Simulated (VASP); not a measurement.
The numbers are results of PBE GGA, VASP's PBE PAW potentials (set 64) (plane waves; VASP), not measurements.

A VASP calculation is set up with these files.

INCAR:
```
SIGMA = 0.2   # width (eV)
EDIFF = 1E-6
NELM = 100   # most electronic steps
GGA = PE   # PBE
LMAXMIX = 6   # l cut-off of mixed one-centre charges
ISIF = 2   # forces and stress, cell fixed
LCHARG = F
PREC = Accurate
SYSTEM = Ho
LASPH = T   # aspherical one-centre terms
ALGO = Normal
LREAL = F   # projection in real space or not
LWAVE = F
ENCUT = 400
ISMEAR = 1   # Methfessel-Paxton
```

### POSCAR
```
Ho
1.0
  1.7920320000  -3.0155200000   0.0000000000
  1.7920320000   3.0155200000   0.0000000000
  0.0000000000   0.0000000000   5.7339500000
Ho
2
Cart
  1.7920320000   1.0051753437   1.4334875000
  1.8499755627  -1.0051753437   4.3004625000
```

KPOINTS:
```
Automatic mesh
0
Gamma
11 11 6
0 0 0
```

POTCAR, in this order: Ho_3 (PBE.64 set). Program: vasp_std.

The 4f electrons are frozen in the core of the lanthanide potential, so 4f levels, which can set the real gap, and their magnetism are missing.

Predict the energy per atom (σ→0), largest force, band gap (on the k-mesh).

| Property | Value |
|---|---|
| energy per atom (σ→0) | -4.503 eV/atom |
| band gap (on the k-mesh) | none (metal, semimetal or under 0.01 eV) |
| largest force | 0.069 eV/Å |

File OSZICAR:
```
...
DAV:   5    -0.899589624864E+01   -0.44260E-02   -0.43797E-02 10680   0.176E+00    0.240E+01
DAV:   6    -0.899768125715E+01   -0.17850E-02   -0.25113E-02 10615   0.207E+00    0.143E+01
DAV:   7    -0.900671800141E+01   -0.90367E-02   -0.45438E-02 10035   0.289E+00    0.296E-01
DAV:   8    -0.900643035828E+01    0.28764E-03   -0.28000E-03  9503   0.573E-01    0.610E-02
DAV:   9    -0.900644695678E+01   -0.16598E-04   -0.20960E-04 10687   0.166E-01    0.313E-02
DAV:  10    -0.900644068513E+01    0.62717E-05   -0.25247E-05 10684   0.541E-02    0.385E-02
DAV:  11    -0.900644133233E+01   -0.64721E-06   -0.14237E-06  6192   0.143E-02
   1 F= -.90064413E+01 E0= -.90060858E+01  d E =-.106672E-02
```

The compound is Ho in the hcp structure. The cell was not relaxed at this level, atoms are displaced from their ideal sites. The run is one of a series of settings (SIGMA = 0.2 against the base run), some of them coarse on purpose.
